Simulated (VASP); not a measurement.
Calculation: revTPSS meta-GGA, VASP's PBE PAW potentials (set 64) (plane waves; VASP).

The input files of a VASP run:

**KPOINTS_OPT**
```
k-points along high-symmetry lines
5
Line-mode
Reciprocal
  0.000000   0.000000   0.000000 ! GAMMA
  0.500000   0.500000   0.000000 ! Y

  0.500000   0.500000   0.000000 ! Y
  0.500000   0.500000   0.000000 ! C_0

  0.500000  -0.500000   0.000000 ! SIGMA_0
  0.000000   0.000000   0.000000 ! GAMMA

  0.000000   0.000000   0.000000 ! GAMMA
  0.000000   0.000000   0.500000 ! Z

  0.000000   0.000000   0.500000 ! Z
  0.500000  -0.500000   0.500000 ! A_0

  0.500000   0.500000   0.500000 ! E_0
  0.500000   0.500000   0.500000 ! T

  0.500000   0.500000   0.500000 ! T
  0.500000   0.500000   0.000000 ! Y

  0.000000   0.000000   0.000000 ! GAMMA
  0.500000  -0.000000   0.000000 ! S

  0.500000  -0.000000   0.000000 ! S
  0.500000  -0.000000   0.500000 ! R

  0.500000  -0.000000   0.500000 ! R
  0.000000   0.000000   0.500000 ! Z

  0.000000   0.000000   0.500000 ! Z
  0.500000   0.500000   0.500000 ! T
```

**KPOINTS**
```
Automatic
0
Gamma
5 5 8
```

INCAR:
```
NELM = 100
ENCUT = 520   ! plane-wave cut-off (eV)
ISPIN = 2   ! spin-polarised
ISIF = 2
NEDOS = 601
ALGO = Normal   ! blocked Davidson
EDIFF = 1E-7   ! SCF stop (eV)
ISMEAR = -5
LEFG = .TRUE.
LMIXTAU = .TRUE.
PREC = Accurate
LMAXMIX = 4   ! l cut-off of mixed one-centre charges
LCHARG = .FALSE.
LASPH = .TRUE.   ! aspherical one-centre terms
METAGGA = RTPSS
LREAL = .FALSE.
MAGMOM = 4.6 -4.6 -0.0 0.0 0.0 -0.0
SYSTEM = MnF2
LWAVE = .FALSE.
LORBIT = 11   ! lm-projected
```

### POSCAR
```
MnF2
1
    4.8670681350    -0.0000000000     0.0000000000
   -0.0000000000     4.8670681350     0.0000000000
    0.0000000000     0.0000000000     3.3028536324
Mn F
2 4
Direct
  0.0000000000   0.0000000000   0.0000000000
  0.5000000000   0.5000000000   0.5000000000
  0.3040894187   0.3040894187   0.0000000000
  0.8040894187   0.1959105813   0.5000000000
  0.1959105813   0.8040894187   0.5000000000
  0.6959105813   0.6959105813   0.0000000000
```

POTCAR, in this order: Mn_pv F (PBE.64 set). Program: vasp_std.

The resulting files:

### OUTCAR
```
 ion  position               nearest neighbor table
   1  0.000  0.000  0.000-   3 2.09   6 2.09   5 2.13   4 2.13   4 2.13   5 2.13
   2  0.500  0.500  0.500-   4 2.09   5 2.09   3 2.13   6 2.13   3 2.13   6 2.13
   3  0.304  0.304  0.000-   1 2.09   2 2.13   2 2.13
   4  0.804  0.196  0.500-   2 2.09   1 2.13   1 2.13
   5  0.196  0.804  0.500-   2 2.09   1 2.13   1 2.13
   6  0.696  0.696  0.000-   1 2.09   2 2.13   2 2.13
  LATTYP: Found a simple tetragonal cell.
 ALAT       =     4.8670681350
 C/A-ratio  =     0.6786125735
 Subroutine PRICEL returns:
 Original cell was already a primitive cell.
 Subroutine GETGRP returns: Found 16 space group operations
The static configuration has the point symmetry D_2h.
 The point group associated with its full space group is D_4h.
The dynamic configuration has the point symmetry D_2h.
The overall configuration has the point symmetry D_2h.
 Subroutine INISYM returns: Found 16 space group operations
 Subroutine IBZKPT returns following result:
 Found     30 irreducible k-points:

 Following reciprocal coordinates:
            Coordinates               Weight
  0.000000  0.000000  0.000000      1.000000
  0.200000  0.000000  0.000000      4.000000
  0.400000  0.000000  0.000000      4.000000
  0.200000  0.200000  0.000000      4.000000
  0.400000  0.200000  0.000000      8.000000
  0.400000  0.400000  0.000000      4.000000
  0.000000  0.000000  0.125000      2.000000
  0.200000  0.000000  0.125000      8.000000
  0.400000  0.000000  0.125000      8.000000
  0.200000  0.200000  0.125000      8.000000
  0.400000  0.200000  0.125000     16.000000
  0.400000  0.400000  0.125000      8.000000
  0.000000  0.000000  0.250000      2.000000
  0.200000  0.000000  0.250000      8.000000
  0.400000  0.000000  0.250000      8.000000
  0.200000  0.200000  0.250000      8.000000
  0.400000  0.200000  0.250000     16.000000
...
```

OSZICAR:
```
       N       E                     dE             d eps       ncg     rms          rms(c)
DAV:   1     0.221440231445E+02    0.22144E+02   -0.37743E+04  4600   0.201E+03
DAV:   2    -0.415152808517E+04   -0.41737E+04   -0.41207E+04  6408   0.111E+03
DAV:   3    -0.571805779281E+04   -0.15665E+04   -0.15474E+04  6136   0.107E+03
DAV:   4    -0.595652255494E+04   -0.23846E+03   -0.23685E+03  6216   0.330E+02
DAV:   5    -0.597385140236E+04   -0.17329E+02   -0.17253E+02  5112   0.871E+01    0.206E+02
DAV:   6    -0.123257406009E+03    0.58506E+04   -0.86413E+04  5432   0.102E+03    0.804E+02
DAV:   7    -0.237933272197E+03   -0.11468E+03   -0.17956E+03  4736   0.219E+02    0.923E+01
DAV:   8    -0.144382572404E+03    0.93551E+02   -0.16370E+02  3928   0.786E+01    0.596E+01
DAV:   9    -0.970668737137E+02    0.47316E+02   -0.62164E+01  3840   0.483E+01    0.425E+01
DAV:  10    -0.678415061137E+02    0.29225E+02   -0.98664E+00  3944   0.279E+01    0.300E+01
DAV:  11    -0.647452113510E+02    0.30963E+01   -0.31133E-01  4480   0.414E+00    0.286E+01
DAV:  12    -0.451069670639E+02    0.19638E+02   -0.86498E+00  3976   0.243E+01    0.159E+01
DAV:  13    -0.417436086289E+02    0.33634E+01   -0.21693E+00  4424   0.960E+00    0.134E+01
DAV:  14    -0.416546865201E+02    0.88922E-01   -0.47320E-01  4592   0.362E+00    0.125E+01
DAV:  15    -0.418318102058E+02   -0.17712E+00   -0.23298E-01  4480   0.339E+00    0.114E+01
DAV:  16    -0.419194639072E+02   -0.87654E-01   -0.49991E-02  3976   0.177E+00    0.970E+00
DAV:  17    -0.419857777565E+02   -0.66314E-01   -0.60148E-02  4208   0.209E+00    0.884E+00
DAV:  18    -0.419864299640E+02   -0.65221E-03   -0.44429E-03  4288   0.548E-01    0.776E+00
DAV:  19    -0.419849599701E+02    0.14700E-02   -0.49934E-03  4488   0.771E-01    0.546E+00
DAV:  20    -0.419885082432E+02   -0.35483E-02   -0.75662E-03  4664   0.762E-01    0.239E+00
DAV:  21    -0.419994824971E+02   -0.10974E-01   -0.18323E-02  3872   0.986E-01    0.105E+00
DAV:  22    -0.420016020402E+02   -0.21195E-02   -0.43046E-03  4128   0.422E-01    0.868E-01
DAV:  23    -0.420015529742E+02    0.49066E-04   -0.34326E-04  4744   0.175E-01    0.340E-01
DAV:  24    -0.420017212785E+02   -0.16830E-03   -0.40123E-04  3856   0.179E-01    0.360E-02
DAV:  25    -0.420017336195E+02   -0.12341E-04   -0.25245E-05  4280   0.487E-02    0.962E-03
DAV:  26    -0.420017284764E+02    0.51430E-05   -0.21995E-05  3856   0.329E-02    0.336E-02
DAV:  27    -0.420017322302E+02   -0.37537E-05   -0.17225E-06  3904   0.133E-02    0.342E-03
DAV:  28    -0.420017357818E+02   -0.35517E-05   -0.34575E-06  3856   0.140E-02    0.131E-03
DAV:  29    -0.420017356836E+02    0.98229E-07   -0.19401E-07  3160   0.302E-03
   1 F= -.42001736E+02 E0= -.42001736E+02  d E =0.000000E+00  mag=    -0.0000
       N       E                     dE             ncg
       N       E                     dE             ncg
```

### OUTCAR
```
------------------------ aborting loop because EDIFF is reached ----------------------------------------
  FORCE on cell =-STRESS in cart. coord.  units (eV):
  Direction    XX          YY          ZZ          XY          YZ          ZX
  --------------------------------------------------------------------------------------
  Total        0.0807078      0.0807078     -0.0168266     -0.0000000      0.0000000      0.0000000
  in kB        1.6527309      1.6527309     -0.3445746     -0.0000000      0.0000000      0.0000000
  external PRESSURE =       0.9869624 kB  Pullay stress =       0.0000000 kB
  volume of cell :       78.24
      direct lattice vectors                 reciprocal lattice vectors
     4.867068135  0.000000000  0.000000000     0.205462503  0.000000000  0.000000000
     0.000000000  4.867068135  0.000000000     0.000000000  0.205462503  0.000000000
     0.000000000  0.000000000  3.302853632     0.000000000  0.000000000  0.302768488
 POSITION                                       TOTAL-FORCE (eV/Angst)
 -----------------------------------------------------------------------------------
      0.00000      0.00000      0.00000         0.000000      0.000000     -0.000000
      2.43353      2.43353      1.65143         0.000000      0.000000     -0.000000
      1.48002      1.48002      0.00000        -0.005870     -0.005870     -0.000000
      3.91356      0.95351      1.65143        -0.005870      0.005870      0.000000
      0.95351      3.91356      1.65143         0.005870     -0.005870     -0.000000
      3.38704      3.38704      0.00000         0.005870      0.005870      0.000000
 -----------------------------------------------------------------------------------
    total drift:                                0.000000      0.000000      0.000000
  FREE ENERGIE OF THE ION-ELECTRON SYSTEM (eV)
  ---------------------------------------------------
  free  energy   TOTEN  =       -42.0017356836 eV

  energy  without entropy=      -42.0017356836  energy(sigma->0) =      -42.00173568

 total charge

# of ion       s       p       d       tot
------------------------------------------
    1        0.160   6.145   4.998  11.303
    2        0.160   6.145   4.998  11.303
    3        1.697   4.349   0.000   6.046
    4        1.697   4.349   0.000   6.046
    5        1.697   4.349   0.000   6.046
    6        1.697   4.349   0.000   6.046
--------------------------------------------------
tot          7.110  29.686   9.995  46.791

 magnetization (x)

# of ion       s       p       d       tot
------------------------------------------
    1       -0.010  -0.016  -4.563  -4.588
    2        0.010   0.016   4.563   4.588
    3        0.002   0.023   0.000   0.025
    4       -0.002  -0.023   0.000  -0.025
    5       -0.002  -0.023   0.000  -0.025
    6        0.002   0.023   0.000   0.025
--------------------------------------------------
tot          0.000   0.000   0.000   0.000

 Electric field gradients after diagonalization (V/A^2)
 (convention: |V_zz| > |V_xx| > |V_yy|)
----------------------------------------------------------------------
 ion       V_xx      V_yy      V_zz     asymmetry (V_yy - V_xx)/ V_zz
----------------------------------------------------------------------
   1     -12.751   -11.958    24.709       0.032
   2     -12.751   -11.958    24.709       0.032
   3      44.445    17.983   -62.428       0.424
   4      44.445    17.983   -62.428       0.424
   5      44.445    17.983   -62.428       0.424
   6      44.445    17.983   -62.428       0.424
```
(Selected blocks of OUTCAR.)

The compound is MnF2 in the rutile structure. It was relaxed first.
